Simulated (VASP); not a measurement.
Level of theory: r2SCAN meta-GGA, VASP's PBE PAW potentials (set 64) (plane waves; VASP 6.6.1).

Input for VASP

**KPOINTS**
```
Automatic mesh
0
Gamma
 5 5 1
0 0 0
```

### POSCAR
```
CaSe(100) slab
1
    4.2026130708     0.0000000000     0.0000000000
    0.0000000000     4.2026130708    -0.0000000000
   -0.0000000000    -0.0000000000    26.9460570242
Ca Se
4 4
Direct
  0.0000000000   0.5000000000   0.3345750000
  0.5000000000   0.0000000000   0.4448580000
  0.0000000000   0.5000000000   0.5551420000
  0.5000000000   0.0000000000   0.6654250000
  0.0000000000   0.5000000000   0.4448580000
  0.5000000000   0.0000000000   0.3345750000
  0.0000000000   0.5000000000   0.6654250000
  0.5000000000   0.0000000000   0.5551420000
```

INCAR:
```
ALGO=Normal
DIPOL=0.5 0.5 0.5
EDIFF=1E-5
EDIFFG=-0.03
ENCUT=400
IBRION=2
IDIPOL=3
ISIF=2
ISMEAR=0
LASPH=.True.
LCHARG=.False.
LDIPOL=.True.
LMAXMIX=4
LMIXTAU=.True.
LREAL=.False.
LWAVE=.True.
METAGGA=R2SCAN
NELM=100
NELMIN=4
NSW=50
PREC=Normal
SIGMA=0.05
SYSTEM=CaSe(100) slab
```

POTCAR, in this order: Ca_sv Se (PBE.64 set). Program: vasp_std.

What VASP printed:

**OSZICAR**
```
...
DAV:  86    -0.102882396020E+03   -0.33609E-02   -0.48992E-04   462   0.150E-01    0.192E-02
DAV:  87    -0.102882830982E+03   -0.43496E-03   -0.79546E-05   480   0.606E-02    0.108E-02
DAV:  88    -0.102882750368E+03    0.80614E-04   -0.19271E-05   368   0.320E-02    0.850E-03
DAV:  89    -0.102882395924E+03    0.35444E-03   -0.98872E-06   338   0.255E-02    0.110E-02
DAV:  90    -0.102882084724E+03    0.31120E-03   -0.13621E-05   332   0.279E-02    0.130E-02
DAV:  91    -0.102882916728E+03   -0.83200E-03   -0.10659E-04   420   0.747E-02    0.630E-03
DAV:  92    -0.102882808394E+03    0.10833E-03   -0.66891E-06   336   0.144E-02    0.899E-03
DAV:  93    -0.102882805963E+03    0.24304E-05   -0.14806E-06   312   0.738E-03
   1 F= -.10288281E+03 E0= -.10288281E+03  d E =-.102883E+03
       N       E                     dE             d eps       ncg     rms          rms(c)
DAV:   1    -0.102901573323E+03   -0.18765E-01   -0.29192E+00   456   0.871E+00    0.575E-01
DAV:   2    -0.102900335057E+03    0.12383E-02   -0.12978E-01   498   0.194E+00    0.243E-01
DAV:   3    -0.102896257428E+03    0.40776E-02   -0.10044E-02   512   0.621E-01    0.143E-01
DAV:   4    -0.102905112090E+03   -0.88547E-02   -0.37942E-03   456   0.452E-01    0.303E-02
DAV:   5    -0.102896582874E+03    0.85292E-02   -0.36031E-03   456   0.389E-01    0.168E-02
DAV:   6    -0.102897304012E+03   -0.72114E-03   -0.31182E-04   552   0.109E-01    0.173E-02
DAV:   7    -0.102896718826E+03    0.58519E-03   -0.13863E-04   468   0.840E-02    0.138E-02
DAV:   8    -0.102896095325E+03    0.62350E-03   -0.34549E-04   468   0.128E-01    0.602E-03
DAV:   9    -0.102895870323E+03    0.22500E-03   -0.18252E-04   462   0.988E-02    0.674E-03
DAV:  10    -0.102895485498E+03    0.38482E-03   -0.12680E-04   420   0.811E-02    0.399E-03
DAV:  11    -0.102894537496E+03    0.94800E-03   -0.25349E-04   422   0.108E-01    0.472E-03
DAV:  12    -0.102894304447E+03    0.23305E-03   -0.24058E-05   424   0.346E-02    0.383E-03
DAV:  13    -0.102894352359E+03   -0.47912E-04   -0.24660E-06   324   0.118E-02    0.394E-03
DAV:  14    -0.102894342915E+03    0.94438E-05   -0.46101E-07   336   0.437E-03
   2 F= -.10289434E+03 E0= -.10289434E+03  d E =-.115370E-01
       N       E                     dE             d eps       ncg     rms          rms(c)
DAV:   1    -0.102873810825E+03    0.20542E-01   -0.15738E+01   456   0.202E+01    0.133E+00
DAV:   2    -0.102902419779E+03   -0.28609E-01   -0.66861E-01   486   0.430E+00    0.580E-01
DAV:   3    -0.102906819859E+03   -0.44001E-02   -0.39830E-02   552   0.105E+00    0.339E-01
DAV:   4    -0.102918867375E+03   -0.12048E-01   -0.14470E-02   456   0.753E-01    0.821E-02
DAV:   5    -0.102910137526E+03    0.87298E-02   -0.12680E-02   456   0.668E-01    0.349E-02
DAV:   6    -0.102910724150E+03   -0.58662E-03   -0.32332E-03   468   0.350E-01    0.308E-02
DAV:   7    -0.102913243061E+03   -0.25189E-02   -0.17528E-03   462   0.247E-01    0.151E-02
DAV:   8    -0.102910405691E+03    0.28374E-02   -0.15802E-03   456   0.246E-01    0.109E-02
DAV:   9    -0.102912415248E+03   -0.20096E-02   -0.97893E-04   456   0.196E-01    0.977E-03
DAV:  10    -0.102913259717E+03   -0.84447E-03   -0.22694E-04   468   0.884E-02    0.383E-03
DAV:  11    -0.102912780937E+03    0.47878E-03   -0.35286E-04   420   0.118E-01    0.527E-03
DAV:  12    -0.102913071497E+03   -0.29056E-03   -0.38835E-05   400   0.425E-02    0.279E-03
DAV:  13    -0.102913385202E+03   -0.31371E-03   -0.69392E-04   408   0.154E-01    0.238E-03
DAV:  14    -0.102913352545E+03    0.32657E-04   -0.79284E-05   372   0.612E-02    0.200E-03
DAV:  15    -0.102913461597E+03   -0.10905E-03   -0.21193E-05   384   0.303E-02    0.141E-03
DAV:  16    -0.102913542584E+03   -0.80987E-04   -0.25375E-05   356   0.333E-02    0.105E-03
DAV:  17    -0.102913562327E+03   -0.19744E-04   -0.23263E-05   348   0.327E-02    0.616E-04
DAV:  18    -0.102913605916E+03   -0.43589E-04   -0.12899E-05   340   0.240E-02    0.520E-04
DAV:  19    -0.102913621566E+03   -0.15649E-04   -0.27528E-05   356   0.330E-02    0.265E-04
DAV:  20    -0.102913641119E+03   -0.19553E-04   -0.10423E-05   332   0.218E-02    0.200E-04
DAV:  21    -0.102913657566E+03   -0.16447E-04   -0.34529E-06   312   0.137E-02    0.181E-04
DAV:  22    -0.102913684538E+03   -0.26972E-04   -0.45016E-06   284   0.146E-02    0.139E-04
DAV:  23    -0.102913698508E+03   -0.13970E-04   -0.56074E-06   292   0.164E-02    0.114E-04
DAV:  24    -0.102913705983E+03   -0.74746E-05   -0.22060E-06   276   0.102E-02
   3 F= -.10291371E+03 E0= -.10291371E+03  d E =-.309000E-01
       N       E                     dE             d eps       ncg     rms          rms(c)
DAV:   1    -0.102915404016E+03   -0.17055E-02   -0.13910E+00   456   0.704E+00    0.381E-01
DAV:   2    -0.102918156909E+03   -0.27529E-02   -0.54857E-02   462   0.146E+00    0.168E-01
DAV:   3    -0.102919196485E+03   -0.10396E-02   -0.26016E-03   608   0.309E-01    0.946E-02
DAV:   4    -0.102919113823E+03    0.82662E-04   -0.11501E-03   468   0.174E-01    0.235E-02
DAV:   5    -0.102919686292E+03   -0.57247E-03   -0.58777E-04   462   0.155E-01    0.646E-03
DAV:   6    -0.102919692849E+03   -0.65569E-05   -0.90581E-05   484   0.680E-02
   4 F= -.10291969E+03 E0= -.10291969E+03  d E =-.598687E-02
       N       E                     dE             d eps       ncg     rms          rms(c)
DAV:   1    -0.102907868679E+03    0.11818E-01   -0.52843E+00   456   0.137E+01    0.743E-01
DAV:   2    -0.102918713745E+03   -0.10845E-01   -0.20831E-01   480   0.284E+00    0.327E-01
DAV:   3    -0.102922496093E+03   -0.37823E-02   -0.97125E-03   636   0.595E-01    0.185E-01
DAV:   4    -0.102920906905E+03    0.15892E-02   -0.44224E-03   468   0.343E-01    0.459E-02
DAV:   5    -0.102923598492E+03   -0.26916E-02   -0.28325E-03   468   0.319E-01    0.128E-02
DAV:   6    -0.102923716699E+03   -0.11821E-03   -0.29214E-04   516   0.121E-01    0.135E-02
DAV:   7    -0.102923804666E+03   -0.87967E-04   -0.72011E-05   474   0.555E-02    0.500E-03
DAV:   8    -0.102923828853E+03   -0.24187E-04   -0.21183E-05   356   0.273E-02    0.262E-03
DAV:   9    -0.102923839314E+03   -0.10461E-04   -0.12043E-05   322   0.212E-02    0.193E-03
DAV:  10    -0.102923856604E+03   -0.17290E-04   -0.12181E-05   370   0.194E-02    0.124E-03
DAV:  11    -0.102923872595E+03   -0.15992E-04   -0.14030E-05   386   0.239E-02    0.113E-03
DAV:  12    -0.102923874187E+03   -0.15922E-05   -0.39391E-06   288   0.127E-02
   5 F= -.10292387E+03 E0= -.10292387E+03  d E =-.101682E-01
       N       E                     dE             d eps       ncg     rms          rms(c)
DAV:   1    -0.102923801836E+03    0.70759E-04   -0.44378E-02   468   0.126E+00    0.681E-02
DAV:   2    -0.102923712257E+03    0.89579E-04   -0.17858E-03   468   0.268E-01    0.298E-02
DAV:   3    -0.102923792437E+03   -0.80180E-04   -0.14169E-04   540   0.788E-02    0.171E-02
DAV:   4    -0.102923927019E+03   -0.13458E-03   -0.10756E-04   372   0.566E-02    0.362E-03
DAV:   5    -0.102923926331E+03    0.68723E-06   -0.21289E-05   340   0.327E-02
   6 F= -.10292393E+03 E0= -.10292393E+03  d E =-.102203E-01
       N       E                     dE             d eps       ncg     rms          rms(c)
DAV:   1    -0.102923927182E+03   -0.16308E-06   -0.68905E-02   480   0.148E+00    0.903E-02
DAV:   2    -0.102923964289E+03   -0.37107E-04   -0.30417E-03   510   0.309E-01    0.370E-02
DAV:   3    -0.102924184808E+03   -0.22052E-03   -0.24835E-04   564   0.751E-02    0.256E-02
DAV:   4    -0.102924101341E+03    0.83466E-04   -0.88317E-05   372   0.581E-02    0.818E-03
DAV:   5    -0.102924134109E+03   -0.32768E-04   -0.80001E-05   366   0.531E-02    0.276E-03
DAV:   6    -0.102924176947E+03   -0.42838E-04   -0.16520E-05   340   0.276E-02    0.270E-03
DAV:   7    -0.102924197007E+03   -0.20060E-04   -0.17129E-05   356   0.253E-02    0.142E-03
DAV:   8    -0.102924202184E+03   -0.51766E-05   -0.73836E-06   292   0.190E-02
   7 F= -.10292420E+03 E0= -.10292420E+03  d E =-.275852E-03
```

**OUTCAR**
```
------------------------ aborting loop because EDIFF is reached ----------------------------------------
  FORCE on cell =-STRESS in cart. coord.  units (eV):
  Direction    XX          YY          ZZ          XY          YZ          ZX
  --------------------------------------------------------------------------------------
  Total       -2.2278838     -2.2278838     -0.3024240      0.0000000      0.0000000      0.0000000
  in kB       -7.5001350     -7.5001350     -1.0181055      0.0000000      0.0000000      0.0000000
  external PRESSURE =      -5.3394585 kB  Pullay stress =       0.0000000 kB
  volume of cell :      475.92
      direct lattice vectors                 reciprocal lattice vectors
     4.202613071  0.000000000  0.000000000     0.237947197  0.000000000  0.000000000
     0.000000000  4.202613071  0.000000000     0.000000000  0.237947197  0.000000000
     0.000000000  0.000000000 26.946057024     0.000000000  0.000000000  0.037111181
 POSITION                                       TOTAL-FORCE (eV/Angst)
 -----------------------------------------------------------------------------------
      0.00000      2.10131      9.09839         0.000000      0.000000      0.002804
      2.10131      0.00000     11.95186        -0.000000      0.000000     -0.004662
      0.00000      2.10131     14.99420        -0.000000      0.000000      0.004662
      2.10131      0.00000     17.84766        -0.000000      0.000000     -0.002804
      4.20261      2.10131     12.00658         0.000000     -0.000000     -0.001520
      2.10131      0.00000      8.95577        -0.000000     -0.000000      0.016600
      0.00000      2.10131     17.99028        -0.000000      0.000000     -0.016600
      2.10131      0.00000     14.93947        -0.000000      0.000000      0.001520
 -----------------------------------------------------------------------------------
    total drift:                               -0.000000      0.000000      0.000000
  FREE ENERGIE OF THE ION-ELECTRON SYSTEM (eV)
  ---------------------------------------------------
  free  energy   TOTEN  =      -102.9242021837 eV

  energy  without entropy=     -102.9242021837  energy(sigma->0) =     -102.92420218

 reached required accuracy - stopping structural energy minimisation
```
(Selected blocks of OUTCAR.)

### CONTCAR
```
CaSe(100) slab
   1.00000000000000
     4.2026130708000000    0.0000000000000000    0.0000000000000000
     0.0000000000000000    4.2026130708000000    0.0000000000000000
     0.0000000000000000    0.0000000000000000   26.9460570242000017
  Ca              Se
     4     4
Direct
     0.0000000000000000    0.5000000000000000    0.3376521495938450
     0.5000000000000000    0.0000000000000000    0.4435477039616316
     0.0000000000000000    0.5000000000000000    0.5564522960383683
     0.5000000000000000    0.0000000000000000    0.6623478504061550
     1.0000000000000000    0.5000000000000000    0.4455785363422732
     0.5000000000000000    0.0000000000000000    0.3323593628490152
     0.0000000000000000    0.5000000000000000    0.6676406371509849
     0.5000000000000000    0.0000000000000000    0.5544214636577267
```

The cell is a thin slab with vacuum, built from CaSe (rock salt): (100) face.
